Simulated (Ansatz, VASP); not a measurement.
# BAs (BAs (110), 5 units): VASP beside Ansatz

Aim: how closely do two programs agree when they are given the same cell, functional and k mesh? Of the first pair: The structure shown is the start of the Ansatz relaxation below; VASP solves that cell, so the two are compared at the walk's first step.

Calculated with Ansatz 0.2.0; plane waves, with VASP 6.6.1 beside it; single point at PBE.

## (1) The starting structure

The cell holds 10 atoms: 5 B and 5 As. Its edges and angles: a = 3.380 Å, b = 4.780 Å, c = 37.320 Å, α = 90.0°, β = 90.0°, γ = 90.0°. It derives from BAs (zincblende BAs). Vacuum lies along c. The height across the vacuum is the one that the program set for its solve, not the one typed.

As a file:

```cif
data_structure
_symmetry_space_group_name_H-M 'P 1'
_symmetry_Int_Tables_number 1
_cell_length_a 3.3800
_cell_length_b 4.7800
_cell_length_c 37.3199
_cell_angle_alpha 90.000
_cell_angle_beta 90.000
_cell_angle_gamma 90.000
_cell_volume 602.95
loop_
_atom_site_label
_atom_site_type_symbol
_atom_site_fract_x
_atom_site_fract_y
_atom_site_fract_z
_atom_site_occupancy
B1 B 0.50000 0.50000 0.18757 1
B2 B 0.00000 0.00000 0.23285 1
B3 B 0.50000 0.50000 0.27814 1
B4 B 0.00000 0.00000 0.32342 1
B5 B 0.50000 0.50000 0.36870 1
As6 As 0.00000 0.75000 0.18757 1
As7 As 0.50000 0.25000 0.23285 1
As8 As 0.00000 0.75000 0.27814 1
As9 As 0.50000 0.25000 0.32342 1
As10 As 0.00000 0.75000 0.36870 1
```

## (2) Ansatz: relaxation, PBE

Ansatz runs on its default PAW (the set named soft_2) files.

The two programs are compared at the cell with which this relaxation starts, whose forces are those of its first step.

Contents of input.yaml:

```yaml
crystal:
  lattice:
    - [3.37997041, 0.0, 0.0]
    - [0.0, 4.78, 0.0]
    - [0.0, 0.0, 20.7599408281]
  atoms:
    - { symbol: B, position: [0.5, 0.5, 0.337187859] }
    - { symbol: As, position: [0.0, 0.75, 0.337187859] }
    - { symbol: B, position: [0.0, 0.0, 0.4185939295] }
    - { symbol: As, position: [0.5, 0.25, 0.4185939295] }
    - { symbol: B, position: [0.5, 0.5, 0.5] }
    - { symbol: As, position: [0.0, 0.75, 0.5] }
    - { symbol: B, position: [0.0, 0.0, 0.5814060705] }
    - { symbol: As, position: [0.5, 0.25, 0.5814060705] }
    - { symbol: B, position: [0.5, 0.5, 0.662812141] }
    - { symbol: As, position: [0.0, 0.75, 0.662812141] }
  periodic: [true, true, false]
kpoints:
  mp_grid: { grid: [8, 6, 1] }
hamiltonian:
  xc: pbe
scf:
  occupations: { method: fermi_dirac, width: 0.05 }
relax:
  f_tol: 0.01
  max_steps: 90
  cell: {}
```

Command:

```
$ ansatz run input.yaml --threads 2 --pin off --max-ram 4096MiB --backend cpu --events-out ev --progress --plain --runs-dir out
```

Numbers of over 12 decimals in the logs are rounded to 6 here.

The log of the run:

```text
Warning: crystal.periodic: the lattice vector that does not repeat stood 0.000° off the slab's normal, 20.760 Å along it as the deck builds it. The run solves the slab on a vector along the normal, 37.320 Å long, with every atom where it was (on the deck's vector they left 14.00 Å outside them, and the widest stretch free of ions among them is 1.69 Å). A fractional position that the run reports is one of the run's ce [...]
crystal.periodic: the lattice vector that does not repeat stood 0.000° off the slab's normal, 20.760 Å along it as the deck builds it. The run solves the slab on a vector along the normal, 37.320 Å long, with every atom where it was (on the deck's vector they left 14.00 Å outside them, and the widest stretch free of ions among them is 1.69 Å). A fractional position that the run reports is one of the run's cell, which [...]
Engine: ansatz 0.2.0, x86_64-unknown-linux-gnu
Pseudopotentials: kind: paw
Pseudopotential: B, paw, valence charge 3, recommended cutoff 420 eV (normal), B.paw.azcp
Pseudopotential: As, paw, valence charge 15, recommended cutoff 420 eV (normal), As.paw.azcp
Functional definition: PBE
  parameter kappa = 0.804
  parameter beta = 0.066725
  exchange = pbe_x(kappa = kappa, mu = beta*pi^2/3)
  correlation = pbe_c(beta = beta)
Crystal: 10 atoms, lattice volume = 602.950 Å³
Basis set: ecut = 420 eV, 11773 PW (Γ), exchange–correlation on 48×64×500 points (8 copies of the dense FFT grid, shifted against one another)
Bands: 55, of which v1, the nominal top of the filled ones, is band 45 counted from 1 (44 counted from 0)
Symmetry: 4 space group operations
Space group: Pmm2 (ITA 25), of the structure as read, at distance tolerance 8.4e-5 Å
k-points: 20 of 48 (time reversal used)
Non-local potential: B, projectors of the file, l = 0: 2, l = 1: 2, l = 2: 1
Non-local potential: As, projectors of the file, l = 0: 2, l = 1: 2, l = 2: 3, l = 3: 1
PAW form: soft (Blöchl's): semilocal exchange-correlation on the pseudo side does not see the compensation charge
PAW one-centre angular grid: B, 110 points (default); XC on 64 Gauss nodes
PAW one-centre angular grid: As, 590 points (default); XC on 64 Gauss nodes
Initial density: superposition of atomic densities (neutral atoms: chi_scale 0, normalization atom), corrected by the library's trained network
Initial wavefunctions: pseudopotential atomic-orbital guess
[...]
Crystal: 10 atoms, lattice volume = 609.236 Å³
Basis set: ecut = 420 eV, 11895 PW (Γ), exchange–correlation on 48×64×500 points (8 copies of the dense FFT grid, shifted against one another)
iter 1 solved again at ethr=2.44e-7 eV; its pass at ethr=3.10e-3 eV (dr2=2.19e-4 eV) is discarded
SCF iter   1: F=—  HF=-25057.538278 eV  |F-HF|=—  |Δ(HF+E_count)|=         —  Δρ=2.03e-4  dr2=2.29e-4  ethr=2.44e-7  ⟨swp⟩=3.9  Hψ=4781  notcnv=0
preconditioner: auto → Resta (q_TF=auto, 1.984 Å⁻¹)  ε∞=2.0  [insulator: Δε(μ)=0.410 eV  Ē_g=9.553 eV  σ=0.050 eV  W_gap=0.96  n_scr=74 (ndim 8)  ℏωp=9.5 eV  f_vac=0.723  D(μ)=0.05/eV (n_scr^D=0)  ε∞_Penn≈2.0  vacuum switching on, ρ_ref=6.6e-3 e/Å³]
SCF iter   2: F=—  HF=-25057.538236 eV  |F-HF|=—  |Δ(HF+E_count)|=   4.14e-5  Δρ=8.98e-5  dr2=2.85e-5  ethr=2.44e-7  ⟨swp⟩=2.1  Hψ=1459  notcnv=0
SCF iter   3: F=—  HF=-25057.538252 eV  |F-HF|=—  |Δ(HF+E_count)|=   1.58e-5  Δρ=3.67e-5  dr2=6.85e-6  ethr=3.16e-8  ⟨swp⟩=2.8  Hψ=1693  notcnv=0
SCF iter   4: F=—  HF=-25057.538232 eV  |F-HF|=—  |Δ(HF+E_count)|=   1.97e-5  Δρ=1.05e-5  dr2=1.93e-6  ethr=7.61e-9  ⟨swp⟩=3.0  Hψ=1766  notcnv=0
SCF iter   5: F=—  HF=-25057.538232 eV  |F-HF|=—  |Δ(HF+E_count)|=   1.39e-7  Δρ=3.57e-6  dr2=3.03e-7  ethr=2.14e-9  ⟨swp⟩=2.9  Hψ=1647  notcnv=0
SCF iter   6: F=-25057.538232 eV  HF=-25057.538232 eV  |F-HF|=3.10e-9  |Δ(HF+E_count)|=   2.31e-8  Δρ=1.19e-6  dr2=1.04e-8  ethr=2.34e-11  ⟨swp⟩=5.3  Hψ=5380  notcnv=0
SCF 7 converged in 6 iterations: F = -25057.538232 eV  dr2 = 1.04e-8
relax step   7: F+E_penalty+E_count = -25057.53823232 eV  Δ(F+E_penalty+E_count) = -2.758e-5 eV  max|allowed force component| = 1.606e-2 eV/Å  Δτ_max = 0.0042 Å  P = +0.020 N/m  Ω = 609.236 Å³  energy of the carried Pulay correction = -8.749e-4 eV  fix = [c, alpha, beta]  reactions: c +0.000 N/m  (6 SCF iters, dr2 threshold 2.11e-8 eV, accepted)
[...]
relax step   8: F+E_penalty+E_count = -25057.53823747 eV  Δ(F+E_penalty+E_count) = -5.144e-6 eV  max|allowed force component| = 1.935e-3 eV/Å  Δτ_max = 0.0010 Å  P = +0.000 N/m  Ω = 609.383 Å³  energy of the carried Pulay correction = -8.952e-4 eV  fix = [c, alpha, beta]  reactions: c +0.000 N/m  (5 SCF iters, dr2 threshold 1.61e-8 eV, accepted)
[...]
relax step   9: F+E_penalty+E_count = -25057.53924689 eV  Δ(F+E_penalty+E_count) = -1.009e-3 eV  max|allowed force component| = 1.936e-3 eV/Å  Δτ_max = 0.0000 Å  P = +0.010 N/m  Ω = 609.383 Å³  fix = [c, alpha, beta]  reactions: c +0.000 N/m  stress off target by 1.63e-2 N/m on what of the cell is left free  SCF on the basis re-selected at this cell (its energy is not comparable with the rows above)  (6 SCF iters)
basis re-selected at this cell: Δ(F+E_penalty+E_count) = -1.009e-3 eV, ΔP = +0.009 N/m vs the last step (what re-selecting the basis moved, of the pressure what is left beyond the Pulay correction that the steps carried, after the strain that the cell walked since its last selection, with what the two solves' SCF thresholds leave and, on support functions, any second-order correction that the steps lacked; it is no measure of the basis error at this ecutwfc). The dense FFT grid was sized anew with the basis: this SCF ran on 24×36×250 points, the steps before it on 24×32×250, so part of this shift can come from that change (see relax.cell in the input reference). [rest of the remark cut]
SCF converged after 6 iterations
Free energy (F): -25057.539247 eV
Harris-Foulkes:  -25057.539247 eV  (|F-HF|=5.86e-9)
Internal energy: -25057.538636 eV  (E = F + TS)
E sigma→0 (E₀):  -25057.538941 eV
Entropy (-TS):   -0.000611 eV (-0.061 meV/atom)
Fermi energy:    -4.943122 eV
--- Per-component energies (eV) ---
  E_band       = -2459.292138
  E_kinetic    = 745.530619
  E_local      = -299303.463714  (includes V_loc(G=0)·N_el)
  E_nonlocal   = -3288.072232
  E_hartree    = 149414.163914
  E_xc         = -551.727864
  E_vxc        = -580.628895  (∫ρ·V_xc dr)
  E_paw        = -9573.656340  (= ΣΔE_a)
  E_vpaw       = 1139.013617  (= ΣTr[D̂ρ^β])
  E_aug_tail   = 0.000031  (compensation charges beyond the density's cutoff)
  E_ewald      = 137499.686951
  E_smearing   = -0.000611  (= −TS)
  E_closure    = -0.000000  (closes the sum)
  Σ components = -25057.539247   (vs F -25057.539247, Δ=0.00e0)
--- Forces (eV/Å), atoms counted from 1 ---
  atom   1  B     -0.00000000     0.00024438     0.00012629
  atom   2  As    -0.00000000    -0.00028778    -0.00020016
  atom   3  B     -0.00000000    -0.00055482     0.00193647
  atom   4  As    -0.00000000    -0.00027976     0.00001720
  atom   5  B     -0.00000000     0.00039567    -0.00000000
  atom   6  As    -0.00000000     0.00135968    -0.00000000
  atom   7  B     -0.00000000    -0.00055482    -0.00193647
  atom   8  As    -0.00000000    -0.00027976    -0.00001720
  atom   9  B     -0.00000000     0.00024438    -0.00012629
  atom  10  As    -0.00000000    -0.00028778     0.00020016
  max |Σ_I F_I| component: 6.30e-7 eV/Å
--- 2D stress c σ (N/m, compression-positive) ---
        0.003065      -0.000000       0.000000
       -0.000000       0.016339       0.000000
        0.000000       0.000000       0.000000
  P = ½ c Tr σ = 0.0097 N/m
--- Relaxed structure (8 steps of the walk, 8 accepted, 1 SCFs on fresh bases) ---
  F+E_penalty+E_count = -25057.53924689 eV   max|allowed force component| = 1.936e-3 eV/Å   (the final SCF, on the basis selected at the relaxed cell)
  cell:  # Å, volume = 609.3828 Å³
    - [3.370818, 0.0, 0.0]
    - [0.0, 4.844118, 0.0]
    - [0.0, 0.0, 37.319882]
  atoms:
    - { symbol: B, position: [0.500000, 0.545995, 0.197449] }
    - { symbol: As, position: [0, 0.753512, 0.182517] }
    - { symbol: B, position: [0, -0.016145, 0.232187] }
    - { symbol: As, position: [0.500000, 0.229954, 0.232366] }
    - { symbol: B, position: [0.500000, 0.486660, 0.278135] }
    - { symbol: As, position: [0, 0.736706, 0.278135] }
    - { symbol: B, position: [0, -0.016145, 0.324083] }
    - { symbol: As, position: [0.500000, 0.229954, 0.323904] }
    - { symbol: B, position: [0.500000, 0.545995, 0.358822] }
    - { symbol: As, position: [0, 0.753512, 0.373753] }
```

The column dr2 measures how far the density is from self-consistency, as an energy; F and HF (Harris–Foulkes) agree once it is small.

## (3) VASP: single point, PBE, start cell, pair 1

The same cell, functional, mesh and smearing now go to VASP, with its own data sets.

Lines of VASP's logs that name or quote its potential files are left out, and so is its time.

Contents of INCAR:

```
SYSTEM = BAs
PREC = Accurate
ENCUT = 420
EDIFF = 1E-06
NELM = 120
ISMEAR = -1
SIGMA = 0.05
LREAL = .FALSE.
ALGO = Normal
GGA = PE
NBANDS = 30
LORBIT = 11
LWAVE = .FALSE.
LCHARG = .FALSE.
ISIF = 2
LDIPOL = .TRUE.
IDIPOL = 3
DIPOL = 0.5 0.5 0.278
LVHAR = .TRUE.
LASPH = .TRUE.
GGA_COMPAT = .FALSE.
EFERMI = MIDGAP
NELMDL = -8
KPAR = 2
```

Contents of POSCAR:

```
BAs
1.0
    3.3799700000      0.0000000000      0.0000000000
    0.0000000000      4.7800000000      0.0000000000
    0.0000000000      0.0000000000     37.3198820000
B As
5 5
Direct
    0.5000000000      0.5000000000      0.1875675813
    0.0000000000      0.0000000000      0.2328513526
    0.5000000000      0.5000000000      0.2781351372
    0.0000000000      0.0000000000      0.3234189219
    0.5000000000      0.5000000000      0.3687026931
    0.0000000000      0.7500000000      0.1875675813
    0.5000000000      0.2500000000      0.2328513526
    0.0000000000      0.7500000000      0.2781351372
    0.5000000000      0.2500000000      0.3234189219
    0.0000000000      0.7500000000      0.3687026931
```

Contents of KPOINTS:

```
Automatic mesh
0
Gamma
8 6 1
0 0 0
```

The projector-augmented-wave data sets are B and As (PBE family, release 64).

Command:

```
$ mpirun -np 2 vasp_std
```

The log of the run:

```text
[banner, memory and clock lines left out]
running    2 mpi-ranks, on    1 nodes
 distrk:  each k-point on    1 cores,    2 groups
 distr:  one band on    1 cores,    1 groups

 POSCAR found type information on POSCAR B As
 POSCAR found :  2 types and      10 ions
 LDA part: xc-table for (Slater+PW92), standard interpolation
 POSCAR, INCAR and KPOINTS ok, starting setup
 FFT: planning ... GRIDC
 FFT: planning ... GRID_SOFT
 FFT: planning ... GRID
 WAVECAR not read
 entering main loop
       N       E                     dE             d eps       ncg     rms          rms(c)
DAV:   1     0.267405386433E+03    0.26741E+03   -0.11522E+04  1200   0.802E+02
DAV:   2    -0.188716642212E+02   -0.28628E+03   -0.27607E+03  1780   0.177E+02
DAV:   3    -0.538640874166E+02   -0.34992E+02   -0.34632E+02  1486   0.704E+01
DAV:   4    -0.549109493226E+02   -0.10469E+01   -0.10424E+01  1748   0.134E+01
DAV:   5    -0.549322423256E+02   -0.21293E-01   -0.21271E-01  1790   0.164E+00
DAV:   6    -0.549327896807E+02   -0.54736E-03   -0.54718E-03  1780   0.244E-01
DAV:   7    -0.549328149885E+02   -0.25308E-04   -0.25306E-04  1814   0.421E-02
DAV:   8    -0.549328160265E+02   -0.10380E-05   -0.10381E-05  1612   0.741E-03    0.103E+01
DAV:   9    -0.527514965177E+02    0.21813E+01   -0.42196E+00  1390   0.786E+00    0.531E+00
DAV:  10    -0.524363520275E+02    0.31514E+00   -0.12027E+00  1588   0.432E+00    0.154E+00
DAV:  11    -0.524209547219E+02    0.15397E-01   -0.12118E-01  1594   0.148E+00    0.481E-01
DAV:  12    -0.524197798787E+02    0.11748E-02   -0.13389E-02  1666   0.413E-01    0.243E-01
DAV:  13    -0.524194816660E+02    0.29821E-03   -0.32223E-03  1620   0.247E-01    0.113E-01
DAV:  14    -0.524192708573E+02    0.21081E-03   -0.77881E-04  1530   0.125E-01    0.355E-02
[...]
DAV:  20    -0.524197811416E+02   -0.64178E-04   -0.20789E-06  1256   0.372E-03    0.111E-03
DAV:  21    -0.524198228048E+02   -0.41663E-04   -0.10754E-06  1218   0.216E-03    0.537E-04
DAV:  22    -0.524198384572E+02   -0.15652E-04   -0.73137E-07  1180   0.158E-03    0.290E-04
DAV:  23    -0.524198466365E+02   -0.81793E-05   -0.20214E-07  1078   0.908E-04    0.170E-04
DAV:  24    -0.524198500310E+02   -0.33944E-05   -0.82322E-08  1018   0.513E-04    0.938E-05
DAV:  25    -0.524198514594E+02   -0.14284E-05   -0.27378E-08   968   0.329E-04    0.539E-05
DAV:  26    -0.524198525672E+02   -0.11079E-05   -0.35300E-08  1006   0.275E-04    0.338E-05
DAV:  27    -0.524198529532E+02   -0.38594E-06   -0.46908E-09   942   0.144E-04
   1 F= -.52419853E+02 E0= -.52400331E+02  d E =-.390435E-01
```

OUTCAR, selected parts (step 3):

```text
ion  position               nearest neighbor table
   1  0.500  0.500  0.188-   6 2.07   6 2.07   7 2.07
   2  0.000  0.000  0.233-   7 2.07   7 2.07   6 2.07   8 2.07
   3  0.500  0.500  0.278-   8 2.07   8 2.07   7 2.07   9 2.07
   4  0.000  0.000  0.323-  10 2.07   9 2.07   9 2.07   8 2.07
   5  0.500  0.500  0.369-   9 2.07  10 2.07  10 2.07
   6  0.000  0.750  0.188-   1 2.07   1 2.07   2 2.07
   7  0.500  0.250  0.233-   2 2.07   2 2.07   1 2.07   3 2.07
   8  0.000  0.750  0.278-   3 2.07   3 2.07   2 2.07   4 2.07
   9  0.500  0.250  0.323-   5 2.07   4 2.07   4 2.07   3 2.07
  10  0.000  0.750  0.369-   4 2.07   5 2.07   5 2.07

  LATTYP: Found a simple orthorhombic cell.
 ALAT       =     3.3799700000
 B/A-ratio  =     1.4142137356
 C/A-ratio  =    11.0414832084

 Subroutine GETGRP returns: Found  4 space group operations
 (whereof  2 operations were pure point group operations)

The static configuration has the point symmetry C_1h.
 The point group associated with its full space group is C_2v.

 Found     20 irreducible k-points:

   k-points           NKPTS =     20   k-points in BZ     NKDIM =     20   number of bands    NBANDS=     30

   dimension x,y,z NGX =    24 NGY =   32 NGZ =  250
   dimension x,y,z NGXF=    48 NGYF=   64 NGZF=  500

   ENCUT  =  420.0 eV  30.87 Ry    5.56 a.u.   5.65  7.99 62.36*2*pi/ulx,y,z

   NELECT =      40.0000    total number of electrons

 k-points in reciprocal lattice and weights: Automatic mesh
   0.00000000  0.00000000  0.00000000       0.021
   0.12500000  0.00000000  0.00000000       0.042
   0.25000000  0.00000000  0.00000000       0.042
   0.37500000  0.00000000  0.00000000       0.042
   0.50000000  0.00000000  0.00000000       0.021
   0.00000000  0.16666667  0.00000000       0.042
   0.12500000  0.16666667  0.00000000       0.083
   0.25000000  0.16666667  0.00000000       0.083
   0.37500000  0.16666667  0.00000000       0.083
[...]
0.37500000  0.50000000  0.00000000       0.042
   0.50000000  0.50000000  0.00000000       0.021

 dipolmoment           0.000000      0.000000      0.000001 electrons x Angstroem

 average (electrostatic) potential at core
       1 -35.9925       2 -35.6381       3 -35.7484       4 -35.6381       5 -35.9925
       6 -56.7320       7 -57.5839       8 -57.5124       9 -57.5839      10 -56.7320

 E-fermi :  -2.6541

 k-point     1 :       0.0000    0.0000    0.0000
  band No.  band energies     occupation
    ...
     15      -5.3696      2.00000
     16      -4.2128      2.00000
     17      -3.3155      2.00000
     18      -3.1872      1.99995
     19      -2.7130      1.52902
     20      -2.4949      0.07960
     21      -2.1296      0.00006
     22      -0.8443      0.00000
     23      -0.7837      0.00000
     24       0.2197      0.00000
    ...

 k-point     2 :       0.1250    0.0000    0.0000
  band No.  band energies     occupation
    ...
     16      -5.0265      2.00000
     17      -4.0916      2.00000
     18      -3.8895      2.00000
     19      -3.2630      1.99999
     20      -2.9284      1.99175
     21      -2.1320      0.00006
     22      -0.9321      0.00000
     23       0.4002      0.00000
     24       0.5496      0.00000
     25       0.7233      0.00000
    ...

 k-point     3 :       0.2500    0.0000    0.0000
  band No.  band energies     occupation
    ...
     16      -5.8519      2.00000
     17      -5.3535      2.00000
     18      -5.0020      2.00000
     19      -3.7491      2.00000
     20      -3.2515      1.99999
     21      -2.1901      0.00019
     22      -1.2429      0.00000
     23      -0.2184      0.00000
     24       0.2500      0.00000
     25       1.2049      0.00000
    ...

  Total       -0.1098370     -0.7171845      0.7598329      0.0000000      0.0000000      0.0000000
  in kB       -0.2918624     -1.9057260      2.0190527      0.0000000      0.0000000      0.0000000
  external PRESSURE =      -0.0595119 kB  Pullay stress =       0.0000000 kB

  energy-cutoff  :      420.00
  volume of cell :      602.95
      direct lattice vectors                 reciprocal lattice vectors
     3.379970000  0.000000000  0.000000000     0.295860614  0.000000000  0.000000000
     0.000000000  4.780000000  0.000000000     0.000000000  0.209205021  0.000000000
     0.000000000  0.000000000 37.319882000     0.000000000  0.000000000  0.026795369

 POSITION                                       TOTAL-FORCE (eV/Angst)
 -----------------------------------------------------------------------------------
      1.68999      2.39000      7.00000         0.000000      1.445483      1.888505
      0.00000      0.00000      8.68999         0.000000     -0.143145      0.392134
      1.68999      2.39000     10.37997         0.000000      0.519621     -0.000000
      0.00000      0.00000     12.06996         0.000000     -0.143145     -0.392134
      1.68999      2.39000     13.75994         0.000000      1.445483     -1.888505
      0.00000      3.58500      7.00000         0.000000     -0.835564     -1.685700
      1.68999      1.19500      8.68999         0.000000     -0.693391     -1.029654
      0.00000      3.58500     10.37997         0.000000     -0.066388     -0.000000
      1.68999      1.19500     12.06996         0.000000     -0.693391      1.029654
      0.00000      3.58500     13.75994         0.000000     -0.835564      1.685700
 -----------------------------------------------------------------------------------
    total drift:                                0.000000      0.000525      0.000023

  FREE ENERGIE OF THE ION-ELECTRON SYSTEM (eV)
  ---------------------------------------------------
  free  energy   TOTEN  =       -52.4198529532 eV

  energy  without entropy=      -52.3808094796  energy(sigma->0) =      -52.40033122

 vacuum level on the upper side and lower side of the slab         2.505         2.505

 total charge
# of ion       s       p       d       tot
------------------------------------------
    1        0.689   0.988   0.000   1.678
    2        0.673   1.143   0.000   1.816
    3        0.669   1.159   0.000   1.828
    4        0.673   1.143   0.000   1.816
    5        0.689   0.988   0.000   1.678
    6        1.205   1.581   0.059   2.845
    7        1.184   1.620   0.093   2.896
    8        1.180   1.642   0.090   2.913
    9        1.184   1.620   0.093   2.896
   10        1.205   1.581   0.059   2.845
--------------------------------------------------
tot          9.351  13.466   0.393  23.210

[... 3 further parts left out ...]
```

(Part 1 of 2 ends here.)

[Lines on the potential files, build, host, timing and source positions are cut from VASP's logs without a mark.]

[Logs are printed without paths, hosts, clocks, repeated set-up lines and the standing remarks that a program may print on its own settings, such as how far it seeks lower states.]

[Hosts, paths, dates, database ids (printed as entryN), source tags and the programs' standing remarks are cut or masked in the printed files.]
